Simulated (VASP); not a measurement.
Method: PBE GGA, VASP's PBE PAW potentials (set 64) (plane waves; VASP).

The input files of a VASP run:

### INCAR
```
ALGO=Normal
EDIFF=1E-6
ENCUT=400
GGA=PE
ISIF=2
ISMEAR=1
LASPH=.TRUE.
LCHARG=.FALSE.
LMAXMIX=4
LREAL=.FALSE.
LWAVE=.FALSE.
NELM=100
PREC=Accurate
SIGMA=0.1
SYSTEM=Ga
```

File KPOINTS:
```
Automatic mesh
0
gamma
7 7 6
0 0 0
```

### POSCAR
```
Ga
4.530
  0.4988962472  -0.8454746137   0.0000000000
  0.4988962472   0.8454746137   0.0000000000
  0.0000000000   0.0000000000   1.0000000000
Ga
4
Cart
  0.4988962472   0.5835465784   0.9190000000
  0.4988962472   0.2619280353   0.4190000000
  0.4988962472  -0.2619280353   0.5810000000
  0.4988962472  -0.5835465784   0.0810000000
```

POTCAR, in this order: Ga_d (PBE.64 set). Program: vasp_std.

Output of the run:

### OUTCAR
```
 ion  position               nearest neighbor table
   1  0.155  0.845  0.919-   4 2.48   2 2.69   2 2.69   3 2.73   3 2.73   4 2.79   4 2.79
   2  0.345  0.655  0.419-   3 2.48   1 2.69   1 2.69   4 2.73   4 2.73   3 2.79   3 2.79
   3  0.655  0.345  0.581-   2 2.48   4 2.69   4 2.69   1 2.73   1 2.73   2 2.79   2 2.79
   4  0.845  0.155  0.081-   1 2.48   3 2.69   3 2.69   2 2.73   2 2.73   1 2.79   1 2.79
  LATTYP: Found a base centered orthorhombic cell.
 ALAT       =     4.5200000000
 B/A-ratio  =     1.6946902655
 C/A-ratio  =     1.0022123894
 Subroutine PRICEL returns:
 Original cell was already a primitive cell.
 Subroutine GETGRP returns: Found  8 space group operations
The static configuration has the point symmetry C_2h.
 The point group associated with its full space group is D_2h.
The dynamic configuration has the point symmetry C_2h.
 Subroutine INISYM returns: Found  8 space group operations
 Subroutine IBZKPT returns following result:
 Found     64 irreducible k-points:

 Following reciprocal coordinates:
            Coordinates               Weight
  0.000000  0.000000  0.000000      1.000000
  0.142857 -0.000000  0.000000      4.000000
  0.285714 -0.000000  0.000000      4.000000
  0.428571  0.000000  0.000000      4.000000
...
```

OSZICAR:
```
       N       E                     dE             d eps       ncg     rms          rms(c)
DAV:   1     0.321027921521E+03    0.32103E+03   -0.22754E+04  4006   0.273E+03
DAV:   2     0.242441468160E+02   -0.29678E+03   -0.29206E+03  4150   0.502E+02
DAV:   3    -0.107327651604E+02   -0.34977E+02   -0.34694E+02  4528   0.141E+02
DAV:   4    -0.116646572454E+02   -0.93189E+00   -0.92929E+00  4453   0.271E+01
DAV:   5    -0.116853276865E+02   -0.20670E-01   -0.20668E-01  4824   0.401E+00    0.252E+00
DAV:   6    -0.116074242518E+02    0.77903E-01   -0.21041E-01  4733   0.648E+00    0.139E+00
DAV:   7    -0.115926323875E+02    0.14792E-01   -0.62398E-02  5549   0.284E+00    0.310E-01
DAV:   8    -0.115915853984E+02    0.10470E-02   -0.14791E-02  4346   0.142E+00    0.491E-02
DAV:   9    -0.115917425651E+02   -0.15717E-03   -0.11014E-03  4453   0.369E-01    0.260E-02
DAV:  10    -0.115917546828E+02   -0.12118E-04   -0.23529E-04  4651   0.173E-01    0.629E-03
DAV:  11    -0.115917566898E+02   -0.20070E-05   -0.43349E-05  4614   0.815E-02    0.529E-03
DAV:  12    -0.115917561714E+02    0.51846E-06   -0.12565E-05  4638   0.430E-02    0.724E-04
DAV:  13    -0.115917562247E+02   -0.53344E-07   -0.91932E-07  2642   0.923E-03
   1 F= -.11591756E+02 E0= -.11591794E+02  d E =0.113822E-03
```

File OUTCAR:
```
------------------------ aborting loop because EDIFF is reached ----------------------------------------
  FORCE on cell =-STRESS in cart. coord.  units (eV):
  Direction    XX          YY          ZZ          XY          YZ          ZX
  --------------------------------------------------------------------------------------
  Total        0.1982897      1.0826017      0.9110614      0.0000000     -0.0000000      0.0000000
  in kB        4.0511219     22.1178991     18.6132757      0.0000000     -0.0000000      0.0000000
  external PRESSURE =      14.9274322 kB  Pullay stress =       0.0000000 kB
  volume of cell :       78.42
      direct lattice vectors                 reciprocal lattice vectors
     2.260000000 -3.830000000  0.000000000     0.221238938 -0.130548303  0.000000000
     2.260000000  3.830000000  0.000000000     0.221238938  0.130548303  0.000000000
     0.000000000  0.000000000  4.530000000     0.000000000  0.000000000  0.220750552
 POSITION                                       TOTAL-FORCE (eV/Angst)
 -----------------------------------------------------------------------------------
      2.26000      2.64347      4.16307         0.000000     -0.099800     -0.041277
      2.26000      1.18653      1.89807         0.000000      0.099800     -0.041277
      2.26000     -1.18653      2.63193         0.000000     -0.099800      0.041277
      2.26000     -2.64347      0.36693         0.000000      0.099800      0.041277
 -----------------------------------------------------------------------------------
    total drift:                                0.000000     -0.000000      0.000000
  FREE ENERGIE OF THE ION-ELECTRON SYSTEM (eV)
  ---------------------------------------------------
  free  energy   TOTEN  =       -11.5917562247 eV

  energy  without entropy=      -11.5918700462  energy(sigma->0) =      -11.59179417
```
(Selected blocks of OUTCAR.)

The compound is Ga in the alpha structure. The cell was not relaxed at this level.
